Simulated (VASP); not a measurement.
Output of a VASP run:

File OSZICAR:
```
...
       N       E                     dE             d eps       ncg     rms          rms(c)
DAV:   1    -0.258378427449E+03   -0.15088E-03   -0.40364E+00   632   0.314E+00    0.480E-01
RMM:   2    -0.258397985890E+03   -0.19558E-01   -0.21642E-01   632   0.693E-01    0.165E-01
RMM:   3    -0.258402195812E+03   -0.42099E-02   -0.36810E-02   677   0.288E-01    0.145E-01
RMM:   4    -0.258402253490E+03   -0.57677E-04   -0.35129E-03   641   0.104E-01    0.984E-02
RMM:   5    -0.258402195827E+03    0.57663E-04   -0.12726E-03   634   0.595E-02    0.402E-02
RMM:   6    -0.258402231034E+03   -0.35207E-04   -0.24311E-04   620   0.276E-02    0.180E-02
RMM:   7    -0.258402220835E+03    0.10199E-04   -0.60733E-05   479   0.127E-02    0.101E-02
RMM:   8    -0.258402221190E+03   -0.35502E-06   -0.48214E-05   484   0.946E-03
   7 F= -.25840222E+03 E0= -.25838331E+03  d E =-.377973E-01  mag=     1.0000
       N       E                     dE             d eps       ncg     rms          rms(c)
DAV:   1    -0.258401066440E+03    0.11544E-02   -0.55117E-01   688   0.116E+00    0.169E-01
RMM:   2    -0.258403674451E+03   -0.26080E-02   -0.29061E-02   632   0.253E-01    0.613E-02
RMM:   3    -0.258404237598E+03   -0.56315E-03   -0.49836E-03   675   0.106E-01    0.491E-02
RMM:   4    -0.258404246601E+03   -0.90037E-05   -0.52612E-04   628   0.393E-02    0.318E-02
RMM:   5    -0.258404237885E+03    0.87166E-05   -0.17607E-04   609   0.220E-02    0.122E-02
RMM:   6    -0.258404240440E+03   -0.25552E-05   -0.29460E-05   428   0.974E-03
   8 F= -.25840424E+03 E0= -.25838537E+03  d E =-.398165E-01  mag=     1.0000
       N       E                     dE             d eps       ncg     rms          rms(c)
DAV:   1    -0.258409721933E+03   -0.54840E-02   -0.28665E-01   644   0.911E-01    0.167E-01
RMM:   2    -0.258411319742E+03   -0.15978E-02   -0.18563E-02   632   0.229E-01    0.538E-02
RMM:   3    -0.258411595567E+03   -0.27583E-03   -0.27567E-03   656   0.908E-02    0.387E-02
RMM:   4    -0.258411603868E+03   -0.83009E-05   -0.37945E-04   653   0.351E-02    0.263E-02
RMM:   5    -0.258411595428E+03    0.84405E-05   -0.13063E-04   626   0.201E-02    0.833E-03
RMM:   6    -0.258411597117E+03   -0.16892E-05   -0.22219E-05   414   0.882E-03
   9 F= -.25841160E+03 E0= -.25839251E+03  d E =-.735668E-02  mag=     1.0000
       N       E                     dE             d eps       ncg     rms          rms(c)
DAV:   1    -0.258412049693E+03   -0.45427E-03   -0.21264E-01   638   0.785E-01    0.145E-01
RMM:   2    -0.258413246147E+03   -0.11965E-02   -0.13871E-02   632   0.197E-01    0.465E-02
RMM:   3    -0.258413453287E+03   -0.20714E-03   -0.20708E-03   657   0.786E-02    0.335E-02
RMM:   4    -0.258413458585E+03   -0.52977E-05   -0.27947E-04   649   0.303E-02    0.226E-02
RMM:   5    -0.258413452445E+03    0.61397E-05   -0.10088E-04   607   0.176E-02    0.655E-03
RMM:   6    -0.258413453549E+03   -0.11035E-05   -0.16684E-05   406   0.762E-03
  10 F= -.25841345E+03 E0= -.25839426E+03  d E =-.921311E-02  mag=     1.0000
       N       E                     dE             d eps       ncg     rms          rms(c)
DAV:   1    -0.258414252247E+03   -0.79980E-03   -0.49710E-02   704   0.413E-01    0.786E-02
RMM:   2    -0.258414545039E+03   -0.29279E-03   -0.34088E-03   632   0.105E-01    0.251E-02
RMM:   3    -0.258414595167E+03   -0.50129E-04   -0.52550E-04   658   0.423E-02    0.166E-02
RMM:   4    -0.258414595234E+03   -0.66080E-07   -0.71462E-05   533   0.166E-02
  11 F= -.25841460E+03 E0= -.25839538E+03  d E =-.114168E-02  mag=     1.0000
```

File OUTCAR:
```
------------------------ aborting loop because EDIFF is reached ----------------------------------------
  FORCE on cell =-STRESS in cart. coord.  units (eV):
  Direction    XX          YY          ZZ          XY          YZ          ZX
  --------------------------------------------------------------------------------------
  Total      -18.9812199    -18.9886290    -18.9992593      0.1091144      0.1172431     -0.0838934
  in kB      -19.8804997    -19.8882598    -19.8993937      0.1142840      0.1227978     -0.0878680
  external PRESSURE =     -19.8893844 kB  Pullay stress =       0.0000000 kB
  volume of cell :     1529.70
      direct lattice vectors                 reciprocal lattice vectors
    11.522210421  0.000000000  0.000000000     0.086788903  0.000000000  0.000000000
     0.000000000 11.522210421  0.000000000     0.000000000  0.086788903  0.000000000
     0.000000000  0.000000000 11.522210421     0.000000000  0.000000000  0.086788903
  FREE ENERGIE OF THE ION-ELECTRON SYSTEM (eV)
  ---------------------------------------------------
  free  energy   TOTEN  =      -258.4145952335 eV

  energy  without entropy=     -258.3761723211  energy(sigma->0) =     -258.39538378

 total charge

# of ion       s       p       d       tot
------------------------------------------
    1        1.072   1.109   0.114   2.295
    2        1.062   1.125   0.120   2.307
    3        1.062   1.126   0.120   2.308
    4        1.061   1.126   0.120   2.306
    5        1.062   1.126   0.120   2.308
    6        1.059   1.126   0.120   2.305
    7        1.062   1.124   0.119   2.306
    8        1.062   1.125   0.120   2.307
    9        1.066   1.107   0.115   2.288
   10        1.066   1.105   0.115   2.286
   11        1.059   1.128   0.121   2.308
   12        1.066   1.105   0.115   2.286
   13        1.062   1.125   0.120   2.307
   14        1.072   1.108   0.114   2.293
   15        1.062   1.124   0.119   2.306
   16        1.062   1.126   0.120   2.308
   17        1.066   1.108   0.115   2.289
   18        1.066   1.107   0.115   2.287
   19        1.072   1.110   0.115   2.296
   20        1.066   1.108   0.115   2.289
   21        1.066   1.108   0.115   2.288
   22        1.062   1.125   0.120   2.307
   23        1.066   1.105   0.115   2.286
   24        1.066   1.105   0.114   2.285
   25        1.062   1.125   0.120   2.307
   26        1.059   1.127   0.121   2.306
   27        1.066   1.106   0.115   2.287
   28        1.062   1.124   0.120   2.306
   29        1.066   1.105   0.115   2.286
   30        1.066   1.106   0.115   2.286
   31        1.062   1.124   0.120   2.306
   32        1.209   1.552   0.024   2.785
   33        1.209   1.551   0.024   2.784
   34        1.209   1.551   0.024   2.784
   35        1.205   1.562   0.024   2.791
   36        1.202   1.568   0.023   2.793
   37        1.202   1.568   0.023   2.793
   38        1.205   1.562   0.024   2.791
   39        1.202   1.568   0.023   2.793
   40        1.251   1.451   0.021   2.723
   41        1.202   1.568   0.023   2.793
   42        1.202   1.568   0.023   2.793
   43        1.202   1.567   0.023   2.792
   44        1.205   1.562   0.024   2.791
   45        1.210   1.550   0.024   2.783
   46        1.210   1.550   0.024   2.783
   47        1.202   1.568   0.023   2.793
   48        1.250   1.452   0.021   2.723
...
```
(Selected blocks of OUTCAR.)

### POSCAR
```
Ga31As32
1
   11.5222104212    -0.0000000000    -0.0000000000
   -0.0000000000    11.5222104212     0.0000000000
    0.0000000000     0.0000000000    11.5222104212
Ga As
31 32
Direct
  0.5000000000   0.0000000000   0.0000000000
  0.7500000000   0.2500000000   0.0000000000
  0.7500000000   0.0000000000   0.2500000000
  0.0000000000   0.0000000000   0.0000000000
  0.2500000000   0.2500000000   0.0000000000
  0.5000000000   0.5000000000   0.0000000000
  0.7500000000   0.7500000000   0.0000000000
  0.2500000000   0.0000000000   0.2500000000
  0.5000000000   0.2500000000   0.2500000000
  0.7500000000   0.5000000000   0.2500000000
  0.5000000000   0.0000000000   0.5000000000
  0.7500000000   0.2500000000   0.5000000000
  0.7500000000   0.0000000000   0.7500000000
  0.0000000000   0.5000000000   0.0000000000
  0.2500000000   0.7500000000   0.0000000000
  0.0000000000   0.2500000000   0.2500000000
  0.2500000000   0.5000000000   0.2500000000
  0.5000000000   0.7500000000   0.2500000000
  0.0000000000   0.0000000000   0.5000000000
  0.2500000000   0.2500000000   0.5000000000
  0.7500000000   0.7500000000   0.5000000000
  0.2500000000   0.0000000000   0.7500000000
  0.5000000000   0.2500000000   0.7500000000
  0.7500000000   0.5000000000   0.7500000000
  0.0000000000   0.7500000000   0.2500000000
  0.0000000000   0.5000000000   0.5000000000
  0.2500000000   0.7500000000   0.5000000000
  0.0000000000   0.2500000000   0.7500000000
  0.2500000000   0.5000000000   0.7500000000
  0.5000000000   0.7500000000   0.7500000000
  0.0000000000   0.7500000000   0.7500000000
  0.6250000000   0.1250000000   0.1250000000
  0.8750000000   0.3750000000   0.1250000000
  0.8750000000   0.1250000000   0.3750000000
  0.1250000000   0.1250000000   0.1250000000
  0.3750000000   0.3750000000   0.1250000000
  0.6250000000   0.6250000000   0.1250000000
  0.8750000000   0.8750000000   0.1250000000
  0.3750000000   0.1250000000   0.3750000000
  0.6254130000   0.3791350000   0.3785160000
  0.8750000000   0.6250000000   0.3750000000
  0.6250000000   0.1250000000   0.6250000000
  0.8750000000   0.3750000000   0.6250000000
  0.8750000000   0.1250000000   0.8750000000
  0.1250000000   0.6250000000   0.1250000000
  0.3750000000   0.8750000000   0.1250000000
  0.1250000000   0.3750000000   0.3750000000
  0.3759360000   0.6266890000   0.3753570000
  0.6250000000   0.8750000000   0.3750000000
  0.1250000000   0.1250000000   0.6250000000
  0.3760740000   0.3791450000   0.6264650000
  0.6245300000   0.6225620000   0.6284130000
  0.8750000000   0.8750000000   0.6250000000
  0.3750000000   0.1250000000   0.8750000000
  0.6250000000   0.3750000000   0.8750000000
  0.8750000000   0.6250000000   0.8750000000
  0.1250000000   0.8750000000   0.3750000000
  0.1250000000   0.6250000000   0.6250000000
  0.3750000000   0.8750000000   0.6250000000
  0.1250000000   0.3750000000   0.8750000000
  0.3750000000   0.6250000000   0.8750000000
  0.6250000000   0.8750000000   0.8750000000
  0.1250000000   0.8750000000   0.8750000000
```

Q: Reconstruct the remaining input files.

A: Several could match; the one computed here: the input of the run itself, PBE GGA, plane waves, VASP's PBE PAW potentials (set 64).

**INCAR**
```
SYSTEM = Ga31As32
PREC = Normal
ENCUT = 400
EDIFF = 1E-5
NELM = 100
ALGO = Fast
LREAL = Auto
LASPH = .TRUE.
ISMEAR = 0
SIGMA = 0.05
GGA = PE
LMAXMIX = 4
LWAVE = .FALSE.
LCHARG = .FALSE.
NELMIN = 4
ISYM = 0
NELECT = 251.0
ISPIN = 2
NUPDOWN = 1
MAGMOM = 63*0.0159
LORBIT = 10
IBRION = 2
ISIF = 2
NSW = 60
EDIFFG = -0.03
```

KPOINTS:
```
Automatic mesh
0
Gamma
1 1 1
0 0 0
```

POTCAR, in this order: Ga As (PBE.64 set). Program: vasp_gam.

The cell is charged, with a uniform compensating background. The supercell is sampled at Γ alone, which is coarse: total energies, pressure and levels can be off, energies of defects by several tenths of an eV.

The cell is a supercell with a defect, built from GaAs (zinc blende): vac_Ga, charge +2.
